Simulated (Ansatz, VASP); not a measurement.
**NbBAu (NbBAu in the AlB2 type) in two plane-wave programs**

Wanted: the spread between two codes on one cell, functional and k mesh. The cell is generated by rule, not measured, and may not be a known phase. The cell is taken from a series of runs on this material, whose earlier steps may have relaxed, scaled, displaced or heated it; both programs get it as it stands.

Program: Ansatz 0.2.0. Level of theory: plane waves, with VASP 6.6.1 beside it; relaxation of cell and atoms at PBEsol and zone-centre phonons at PBEsol. Results are calculated unless marked as measured.

## 1. Set-up

Symmetry: P-6m2, No. 187, hexagonal system. The conventional cell has a = 3.746 Å, b = 3.746 Å, c = 3.440 Å, α = 90.00°, β = 90.00°, γ = 120.00°. Nearest to Nb lie 6 Au at 2.76 Å and 6 B at 2.76 Å. Nearest to B lie 3 Au at 2.16 Å and 6 Nb at 2.76 Å. Nearest to Au lie 3 B at 2.16 Å and 6 Nb at 2.76 Å. Farther neighbours are not listed.

As a file:

```cif
data_structure
_symmetry_space_group_name_H-M 'P 1'
_symmetry_Int_Tables_number 1
_cell_length_a 3.7458
_cell_length_b 3.7458
_cell_length_c 3.4402
_cell_angle_alpha 90.000
_cell_angle_beta 90.000
_cell_angle_gamma 120.000
_cell_volume 41.80
loop_
_atom_site_label
_atom_site_type_symbol
_atom_site_fract_x
_atom_site_fract_y
_atom_site_fract_z
_atom_site_occupancy
Nb1 Nb 0.00000 0.00000 0.00000 1
B2 B 0.33333 0.66667 0.50000 1
Au3 Au 0.66667 0.33333 0.50000 1
```

## 2. VASP: relaxation of cell and atoms, PBEsol, pair 1

The relaxed volume is the usual yardstick between codes: in a stiff, nearly cubic crystal its relative difference is about their pressure difference at one cell divided by the bulk modulus.

Lines of VASP's logs that name or quote its potential files are left out, and so is its time.

INCAR

```
SYSTEM = NbBAu
PREC = Accurate
ENCUT = 500
EDIFF = 1E-07
NELM = 120
ISMEAR = 1
SIGMA = 0.2
LREAL = .FALSE.
ALGO = Normal
GGA = PS
NBANDS = 19
LASPH = .TRUE.
LORBIT = 11
LWAVE = .FALSE.
LCHARG = .FALSE.
ISIF = 3
IBRION = 2
NSW = 80
EDIFFG = -0.005
GGA_COMPAT = .FALSE.
NELMIN = 4
KPAR = 2
```

POSCAR

```
NbBAu
1.0
    3.7458200000      0.0000000000      0.0000000000
   -1.8729100000      3.2439750000      0.0000000000
    0.0000000000      0.0000000000      3.4401650000
Nb B Au
1 1 1
Direct
    0.0000000000      0.0000000000      0.0000000000
    0.3333333333      0.6666666667      0.5000001453
    0.6666666667      0.3333333333      0.5000001453
```

KPOINTS

```
Automatic mesh
0
Gamma
9 9 8
0 0 0
```

PAW data sets: Nb_sv, B and Au (PBE family, release 64).

Launch:

```sh
$ mpirun -np 2 vasp_std
```

Numbers of over 12 decimals in the logs are rounded to 6 here.

Output:

```text
[banner, memory and clock lines left out]
running    2 mpi-ranks, on    1 nodes
 distrk:  each k-point on    1 cores,    2 groups
 distr:  one band on    1 cores,    1 groups

 POSCAR found type information on POSCAR NbB Au
 POSCAR found :  3 types and       3 ions
|                                                                             |
|               ----> ADVICE to this user running VASP <----                  |
|                                                                             |
|     You enforced a specific xc type in the INCAR file but a different       |
|     [... a line on the potential file left out ...]
|     I HOPE YOU KNOW WHAT YOU ARE DOING!                                     |
|                                                                             |

 LDA part: xc-table for (Slater+PW92), standard interpolation
 POSCAR, INCAR and KPOINTS ok, starting setup
 FFT: planning ... GRIDC
 FFT: planning ... GRID_SOFT
 FFT: planning ... GRID
 WAVECAR not read
 entering main loop
       N       E                     dE             d eps       ncg     rms          rms(c)
DAV:   1     0.208534074394E+03    0.20853E+03   -0.13931E+04  2280   0.135E+03
DAV:   2    -0.157161484487E+02   -0.22425E+03   -0.21922E+03  2808   0.427E+02
DAV:   3    -0.245760861104E+02   -0.88599E+01   -0.86546E+01  3823   0.732E+01
DAV:   4    -0.247986338715E+02   -0.22255E+00   -0.22123E+00  2954   0.101E+01
DAV:   5    -0.248110872063E+02   -0.12453E-01   -0.12436E-01  3771   0.234E+00    0.166E+01
DAV:   6    -0.216327826345E+02    0.31783E+01   -0.12600E+01  3071   0.295E+01    0.632E+00
DAV:   7    -0.215525770516E+02    0.80206E-01   -0.59715E-01  2618   0.602E+00    0.393E+00
DAV:   8    -0.215059003274E+02    0.46677E-01   -0.13373E-01  2884   0.257E+00    0.587E-01
DAV:   9    -0.215029785473E+02    0.29218E-02   -0.16134E-02  2900   0.120E+00    0.444E-01
DAV:  10    -0.215025168548E+02    0.46169E-03   -0.34567E-03  2706   0.396E-01    0.116E-01
DAV:  11    -0.215024782826E+02    0.38572E-04   -0.39828E-04  3464   0.191E-01    0.298E-02
DAV:  12    -0.215024736651E+02    0.46175E-05   -0.23586E-05  3129   0.551E-02    0.134E-02
DAV:  13    -0.215024738659E+02   -0.20079E-06   -0.32569E-06  2782   0.147E-02    0.203E-03
DAV:  14    -0.215024738570E+02    0.89358E-08   -0.25273E-07  2377   0.382E-03
   1 F= -.21502474E+02 E0= -.21502478E+02  d E =-.215025E+02
[...]
2 F= -.21502249E+02 E0= -.21502250E+02  d E =0.225322E-03
[...]
3 F= -.21502567E+02 E0= -.21502570E+02  d E =-.930346E-04
[...]
4 F= -.21502567E+02 E0= -.21502570E+02  d E =-.930859E-04
 curvature:  -0.17 expect dE=-0.233E-05 dE for cont linesearch -0.859E-08
 ZBRENT: accuracy reached
 trial: gam= 0.01544 g(F)=  0.131E-44 g(S)=  0.133E-04 ort = 0.511E-05 (trialstep = 0.869E+00)
 search vector abs. value=  0.136E-04
 bond charge predicted
       N       E                     dE             d eps       ncg     rms          rms(c)
DAV:   1    -0.215025503121E+02    0.16662E-04   -0.14621E-03  2442   0.332E-01    0.307E-02
DAV:   2    -0.215025316491E+02    0.18663E-04   -0.75360E-05  2848   0.668E-02    0.163E-02
DAV:   3    -0.215025266063E+02    0.50428E-05   -0.10848E-05  3302   0.317E-02    0.741E-03
DAV:   4    -0.215025251632E+02    0.14431E-05   -0.40487E-06  2968   0.158E-02    0.228E-03
DAV:   5    -0.215025252305E+02   -0.67274E-07   -0.16263E-07  2061   0.338E-03
   5 F= -.21502525E+02 E0= -.21502527E+02  d E =0.417124E-04
 trial-energy change:    0.000042  1 .order   -0.000009   -0.000012   -0.000007
 step:   2.2811(harm=  2.2811)  dis= 0.00000  next Energy=   -21.502582 (dE=-0.153E-04)
 reached required accuracy - stopping structural energy minimisation
```

From OUTCAR (step 2):

```text
ion  position               nearest neighbor table
   1  0.000  0.000  0.000-   3 2.76   3 2.76   3 2.76   3 2.76   3 2.76   3 2.76
   2  0.333  0.667  0.500-   3 2.16   3 2.16   3 2.16
   3  0.667  0.333  0.500-   2 2.16   2 2.16   2 2.16   1 2.76   1 2.76   1 2.76   1 2.76   1 2.76
                             1 2.76

  LATTYP: Found a hexagonal cell.
 ALAT       =     3.7458200000
 C/A-ratio  =     0.9184010444

 Subroutine GETGRP returns: Found 12 space group operations
 (whereof 12 operations were pure point group operations)

The static configuration has the point symmetry D_3h.

 Found     60 irreducible k-points:

   k-points           NKPTS =     60   k-points in BZ     NKDIM =     60   number of bands    NBANDS=     19

   dimension x,y,z NGX =    28 NGY =   28 NGZ =   28
   dimension x,y,z NGXF=    56 NGYF=   56 NGZF=   56

   ENCUT  =  500.0 eV  36.75 Ry    6.06 a.u.   6.83  6.83  6.27*2*pi/ulx,y,z

   NELECT =      27.0000    total number of electrons

 k-points in reciprocal lattice and weights: Automatic mesh
   0.00000000  0.00000000  0.00000000       0.002
   0.11111111  0.00000000  0.00000000       0.009
   0.22222222 -0.00000000  0.00000000       0.009
   0.33333333  0.00000000  0.00000000       0.009
   0.44444444 -0.00000000  0.00000000       0.009
   0.11111111  0.11111111  0.00000000       0.009
   0.22222222  0.11111111  0.00000000       0.019
   0.33333333  0.11111111  0.00000000       0.019
   0.44444444  0.11111111  0.00000000       0.009
[...]
0.33333333  0.22222222  0.50000000       0.019
   0.33333333  0.33333333  0.50000000       0.003

 average (electrostatic) potential at core
       1 -78.5265       2 -22.7241       3 -64.5192

 E-fermi :  10.4287

 k-point     1 :       0.0000    0.0000    0.0000
  band No.  band energies     occupation
    ...
      9       4.8862      2.00000
     10       4.8862      2.00000
     11       9.2152      2.00000
     12       9.2152      2.00000
     13       9.5962      2.00000
     14      11.0472     -0.00011
     15      11.9138     -0.00000
     16      11.9138     -0.00000
     17      15.1353      0.00000
     18      16.2360      0.00000
    ...

 k-point     2 :       0.1111    0.0000    0.0000
  band No.  band energies     occupation
    ...
     10       4.8513      2.00000
     11       8.8839      2.00000
     12       9.3007      2.00000
     13       9.7680      2.00003
     14      10.3558      1.57423
     15      11.9962     -0.00000
     16      12.9414     -0.00000
     17      14.8052      0.00000
     18      15.3209      0.00000
     19      15.8483      0.00000

 k-point     3 :       0.2222   -0.0000    0.0000
  band No.  band energies     occupation
    ...
     10       4.7448      2.00000
     11       8.1716      2.00000
     12       9.5137      2.00000
     13       9.8189      2.00014
     14       9.8336      2.00021
     15      12.2027     -0.00000
     16      13.6532     -0.00000
     17      13.8411     -0.00000
     18      14.2914     -0.00000
     19      16.2842      0.00000

  Total        0.0072523      0.0072523     -0.0145446      0.0000000      0.0000000      0.0000000
  in kB        0.2784600      0.2784600     -0.5584590      0.0000000      0.0000000      0.0000000
  external PRESSURE =      -0.0005130 kB  Pullay stress =       0.0000000 kB

  energy-cutoff  :      500.00
  volume of cell :       41.73
      direct lattice vectors                 reciprocal lattice vectors
     3.744301464  0.000000000  0.000000000     0.267072513  0.154194400  0.000000000
    -1.872150732  3.242659909 -0.000000000     0.000000000  0.308388801  0.000000000
     0.000000000 -0.000000000  3.436757734     0.000000000  0.000000000  0.290971921

 POSITION                                       TOTAL-FORCE (eV/Angst)
 -----------------------------------------------------------------------------------
     -1.87215      3.24266      3.43676         0.000000      0.000000      0.000000
     -0.00000      2.16177      1.71838        -0.000000     -0.000000      0.000000
      1.87215      1.08089      1.71838         0.000000     -0.000000      0.000000
 -----------------------------------------------------------------------------------
    total drift:                                0.000001     -0.000001     -0.000209

  FREE ENERGIE OF THE ION-ELECTRON SYSTEM (eV)
  ---------------------------------------------------
  free  energy   TOTEN  =       -21.5025252305 eV

  energy  without entropy=      -21.5025311888  energy(sigma->0) =      -21.50252722

 reached required accuracy - stopping structural energy minimisation

 total charge
# of ion       s       p       d       tot
------------------------------------------
    1        2.140   6.008   2.350  10.498
    2        0.651   1.029   0.000   1.680
    3        0.765   0.843   8.552  10.160
--------------------------------------------------
tot          3.556   7.880  10.901  22.338

[... 3 further parts left out ...]
```

CONTCAR:

```
NbBAu
   1.00000000000000
     3.7443014635407583    0.0000000000000000    0.0000000000000000
    -1.8721507317703792    3.2426599091879740   -0.0000000000000000
     0.0000000000000000   -0.0000000000000000    3.4367577343967004
  Nb              B               Au
     1     1     1
Direct
     0.0000000000000000    1.0000000000000000    1.0000000000000000
     0.3333333332999970    0.6666666667000030    0.5000001452999996
     0.6666666667000030    0.3333333332999970    0.5000001452999996
```

## 3. Ansatz: relaxation of cell and atoms, PBEsol, pair 1

Ansatz runs on its PAW soft_1 files.

The same cell, functional, mesh and smearing now go to Ansatz, which takes its cutoff from its data sets.

input.yaml

```yaml
crystal:
  lattice:
    - [3.7458199974, 0.0, 0.0]
    - [-1.8729099987, 3.2439752757, 0.0]
    - [0.0, 0.0, 3.4401654825]
  atoms:
    - { symbol: Nb, position: [0.0, 0.0, 0.0] }
    - { symbol: B, position: [0.3333333333, 0.6666666667, 0.5] }
    - { symbol: Au, position: [0.6666666667, 0.3333333333, 0.5] }
kpoints:
  mp_grid: { grid: [9, 9, 8] }
hamiltonian:
  xc: pbesol
  pseudopotentials: { kind: paw, azcp: { folder: soft_1 }, xc_functional: pbe }
scf:
  occupations: { method: methfessel_paxton, width: 0.2 }
output:
  forces: true
  stress: true
  eigenvalues: true
relax:
  adjacent_minimum: "off"
  f_tol: 0.001
  max_steps: 60
  cell: { stress_tol: 0.01 }
```

Launch:

```sh
$ ansatz run input.yaml --threads 4 --pin off --max-ram 12288MiB --backend cpu --events-out ev --progress --plain --runs-dir out
```

Output:

```text
Engine: ansatz 0.2.0, aarch64-unknown-linux-gnu
Pseudopotentials: kind: paw
Pseudopotential: Nb, paw, valence charge 13, recommended cutoff 420 eV (normal), soft_1/Nb.paw.azcp
Pseudopotential: B, paw, valence charge 3, recommended cutoff 420 eV (normal), soft_1/B.paw.azcp
Pseudopotential: Au, paw, valence charge 19, recommended cutoff 420 eV (normal), soft_1/Au.paw.azcp
Functional definition: PBEsol
  exchange = pbesol_x
  correlation = pbesol_c
Crystal: 3 atoms, lattice volume = 41.803 Å³
Basis set: ecut = 420 eV, 851 PW (Γ), exchange–correlation on 54×54×48 points (8 copies of the dense FFT grid, shifted against one another)
Bands: 22, of which v1, the nominal top of the filled ones, is band 18 counted from 1 (17 counted from 0)
Symmetry: 12 space group operations
Space group: P-6m2 (ITA 187), of the structure as read, at distance tolerance 3.5e-5 Å
k-points: 60 of 648 (time reversal used)
Non-local potential: Nb, projectors of the file, l = 0: 3, l = 1: 2, l = 2: 2, l = 3: 1
Non-local potential: B, projectors of the file, l = 0: 2, l = 1: 2, l = 2: 1
Non-local potential: Au, projectors of the file, l = 0: 3, l = 1: 2, l = 2: 2, l = 3: 1
PAW form: soft (Blöchl's): semilocal exchange-correlation on the pseudo side does not see the compensation charge
PAW frozen core: Nb, regenerated for the run's functional, and the local potential with it (the file was generated under x = pbe(κ = 0.804, μ = 0.219515), c = pbe(β = 0.066725))
PAW frozen core: B, regenerated for the run's functional, and the local potential with it (the file was generated under x = pbe(κ = 0.804, μ = 0.219515), c = pbe(β = 0.066725))
PAW frozen core: Au, regenerated for the run's functional, and the local potential with it (the file was generated under x = pbe(κ = 0.804, μ = 0.219515), c = pbe(β = 0.066725))
PAW one-centre angular grid: Nb, 590 points (default); XC on 64 Gauss nodes
PAW one-centre angular grid: B, 110 points (default); XC on 64 Gauss nodes
PAW one-centre angular grid: Au, 590 points (default); XC on 64 Gauss nodes
Initial density: superposition of atomic densities (chi_scale 0.1, normalization cell, long waves kept (reshape's long-wave potential 0.00 eV rms))
Initial wavefunctions: pseudopotential atomic-orbital guess
Functional: x = pbesol(κ = 0.804, μ = 0.123457), c = pbesol(β = 0.046)
SCF iter   1: F=—  HF=-17663.088374 eV  |F-HF|=—  |Δ(HF+E_count)|=         —  Δρ=2.32e-1  dr2=3.45e1  ethr=3.10e-3  ⟨swp⟩=4.0  Hψ=4775  notcnv=0
preconditioner: auto → none  [metal: Δε(μ)=0.026 eV  Ē_g=6.595 eV  σ=0.200 eV  W_gap=0.11  n_scr=8 (ndim 8)  ℏωp=25.0 eV  f_vac=0.000  D(μ)=1.70/eV (n_scr^D=20)  sad-step TF]
SCF iter   2: F=—  HF=-17659.614768 eV  |F-HF|=—  |Δ(HF+E_count)|=    3.47e0  S|Δr|=    0.00e0  Δρ=1.48e-1  dr2=1.54e1  ethr=3.10e-3  ⟨swp⟩=2.1  Hψ=2989  notcnv=0  defer=2
SCF iter   3: F=—  HF=-17656.720509 eV  |F-HF|=—  |Δ(HF+E_count)|=    2.89e0  S|Δr|=    0.00e0  Δρ=2.99e-2  dr2=7.45e-1  ethr=3.10e-3  ⟨swp⟩=3.6  Hψ=2850  notcnv=0  defer=1
SCF iter   4: F=—  HF=-17656.575371 eV  |F-HF|=—  |Δ(HF+E_count)|=   1.45e-1  S|Δr|=    0.00e0  Δρ=4.89e-3  dr2=1.60e-2  ethr=2.13e-3  ⟨swp⟩=2.0  Hψ=1967  notcnv=0  defer=3
SCF iter   5: F=—  HF=-17656.571894 eV  |F-HF|=—  |Δ(HF+E_count)|=   3.48e-3  S|Δr|=    0.00e0  Δρ=1.28e-3  dr2=1.05e-3  ethr=4.58e-5  ⟨swp⟩=2.0  Hψ=1887  notcnv=0  defer=3
SCF iter   6: F=—  HF=-17656.571628 eV  |F-HF|=—  |Δ(HF+E_count)|=   2.66e-4  S|Δr|=    0.00e0  Δρ=2.51e-4  dr2=3.90e-5  ethr=3.01e-6  ⟨swp⟩=2.0  Hψ=1892  notcnv=0  defer=3
SCF iter   7: F=—  HF=-17656.571613 eV  |F-HF|=—  |Δ(HF+E_count)|=   1.57e-5  S|Δr|=    0.00e0  Δρ=5.74e-5  dr2=1.58e-6  ethr=1.11e-7  ⟨swp⟩=2.0  Hψ=1848  notcnv=0  defer=3
SCF iter   8: F=-17656.571612 eV  HF=-17656.571612 eV  |F-HF|=4.65e-9  |Δ(HF+E_count)|=   2.34e-7  S|Δr|=    0.00e0  Δρ=7.16e-6  dr2=1.35e-8  ethr=2.86e-10  ⟨swp⟩=6.3  Hψ=6293  notcnv=0
SCF 1 converged in 8 iterations: F = -17656.571612 eV  dr2 = 1.35e-8
  greatest PAW one-centre occupation: 1.001 electrons in one spin orbital (limit 2), on the Au atom at site 2 (counted from 0), in its partial waves of l = 0
relax step   1: F+E_penalty+E_count = -17656.57161237 eV  Δ(F+E_penalty+E_count) = +0.000e0 eV  max|allowed force component| = 9.252e-17 eV/Å  Δτ_max = 0.0000 Å  P = -0.016 GPa  Ω = 41.803 Å³  (8 SCF iters, dr2 threshold 1.00e-7 eV, accepted)
[...]
relax step   2: F+E_penalty+E_count = -17656.57161526 eV  Δ(F+E_penalty+E_count) = -2.886e-6 eV  max|allowed force component| = 3.886e-16 eV/Å  Δτ_max = 0.0000 Å  P = +0.023 GPa  Ω = 41.795 Å³  energy of the carried Pulay correction = +3.072e-6 eV  (4 SCF iters, dr2 threshold 7.23e-10 eV, rejected (line search))
[...]
relax step   3: F+E_penalty+E_count = -17656.57161380 eV  Δ(F+E_penalty+E_count) = -1.427e-6 eV  max|allowed force component| = 4.934e-17 eV/Å  Δτ_max = 0.0000 Å  P = -0.000 GPa  Ω = 41.799 Å³  energy of the carried Pulay correction = +1.255e-6 eV  (5 SCF iters, accepted)
[...]
relax step   4: F+E_penalty+E_count = -17656.57161380 eV  Δ(F+E_penalty+E_count) = -2.445e-9 eV  max|allowed force component| = 2.220e-16 eV/Å  Δτ_max = 0.0000 Å  P = -0.000 GPa  Ω = 41.799 Å³  energy of the carried Pulay correction = +1.257e-6 eV  (3 SCF iters, accepted)
[...]
relax step   5: F+E_penalty+E_count = -17656.57160775 eV  Δ(F+E_penalty+E_count) = +6.054e-6 eV  max|allowed force component| = 2.220e-16 eV/Å  Δτ_max = 0.0000 Å  P = -0.000 GPa  Ω = 41.799 Å³  stress off target by 9.49e-5 GPa  SCF on the basis re-selected at this cell (its energy is not comparable with the rows above)  (4 SCF iters)
basis re-selected at this cell: Δ(F+E_penalty+E_count) = +6.054e-6 eV, ΔP = +0.000 GPa vs the last step (what re-selecting the basis moved, of the pressure what is left beyond the Pulay correction that the steps carried, after the strain that the cell walked since its last selection, with what the two solves' SCF thresholds leave and, on support functions, any second-order correction that the steps lacked; it is no m [...]
SCF converged after 4 iterations
Stability not checked: this state was not tested for a lower state beside it, because cold or Methfessel-Paxton smearing, or corrected tetrahedra, fill the levels in a way that the test cannot read (fill_not_monotonic; see scf.lower_state_search)
Free energy (F): -17656.571608 eV
Harris-Foulkes:  -17656.571608 eV  (|F-HF|=0.00e0)
Internal energy: -17656.571594 eV  (E = F + TS)
E sigma→0 (E₀):  -17656.571604 eV
Entropy (-TS):   -0.000013 eV (-0.004 meV/atom)
Fermi energy:    18.278137 eV
--- Per-component energies (eV) ---
  E_band       = -318.617674
  E_kinetic    = 993.299015
  E_local      = -2759.086555  (includes V_loc(G=0)·N_el)
  E_nonlocal   = 201.017858
  E_hartree    = 1130.150187
  E_xc         = -411.951829
  E_vxc        = -500.599376  (∫ρ·V_xc dr)
  E_paw        = -12687.993613  (= ΣΔE_a)
  E_vpaw       = -513.550561  (= ΣTr[D̂ρ^β])
  E_aug_tail   = 0.001555  (compensation charges beyond the density's cutoff)
  E_ewald      = -4122.521160
  E_core_change = 0.512947  (= ΣΔE_core)
  E_smearing   = -0.000013  (= −TS)
  E_closure    = -0.000000  (closes the sum)
  Σ components = -17656.571608   (vs F -17656.571608, Δ=0.00e0)
--- Forces (eV/Å), atoms counted from 1 ---
  atom   1  Nb     0.00000000    -0.00000000     0.00000000
  atom   2  B     -0.00000000    -0.00000000     0.00000000
  atom   3  Au     0.00000000     0.00000000     0.00000000
  max |Σ_I F_I| component: 2.22e-16 eV/Å
--- Stress (GPa, compression-positive) ---
       -0.000095       0.000000       0.000000
        0.000000      -0.000095       0.000000
        0.000000       0.000000       0.000090
  P = ⅓ Tr σ = -0.0000 GPa (-0.000 kbar)
--- Band table (eV; the first three rows and the last of 60) ---
  k-point 0: bands = [... 14 lower, 17.0700, 17.0700, 17.4484, 18.8906, 19.7592, 19.7592, 22.9711, 24.0767]
  k-point 1: bands = [... 14 lower, 17.2158, 17.2158, 17.3426, 18.6233, 19.8316, 19.8316, 22.9400, 23.8881]
  k-point 2: bands = [... 14 lower, 16.3496, 17.7089, 17.7089, 19.0156, 19.9415, 19.9415, 22.8103, 23.2496]
  k-point 59: bands = [... 14 lower, 14.2085, 15.9119, 16.3443, 16.7959, 20.3555, 22.1360, 22.4745, 22.7302]
--- Relaxed structure (4 steps of the walk, 3 accepted, 1 SCFs on fresh bases) ---
  F+E_penalty+E_count = -17656.57160775 eV   max|allowed force component| = 2.220e-16 eV/Å   (the final SCF, on the basis selected at the relaxed cell)
  cell:  # Å, volume = 41.7994 Å³
    - [3.745773, 0, 0.0]
    - [-1.872886, 3.243934, 0.0]
    - [0.0, 0.0, 3.439986]
  atoms:
    - { symbol: Nb, position: [0, 0, 0.0] }
    - { symbol: B, position: [0.333333, 0.666667, 0.500000] }
    - { symbol: Au, position: [0.666667, 0.333333, 0.500000] }
```

The column dr2 measures how far the density is from self-consistency, as an energy; F and HF (Harris–Foulkes) agree once it is small.

(Part 1 of 2 ends here.)

[Lines on the potential files, build, host, timing and source positions are cut from VASP's logs without a mark.]

[Logs are printed without paths, hosts, clocks, repeated set-up lines and the standing remarks that a program may print on its own settings, such as how far it seeks lower states.]

[Hosts, paths, dates, database ids (printed as entryN), source tags and the programs' standing remarks are cut or masked in the printed files.]
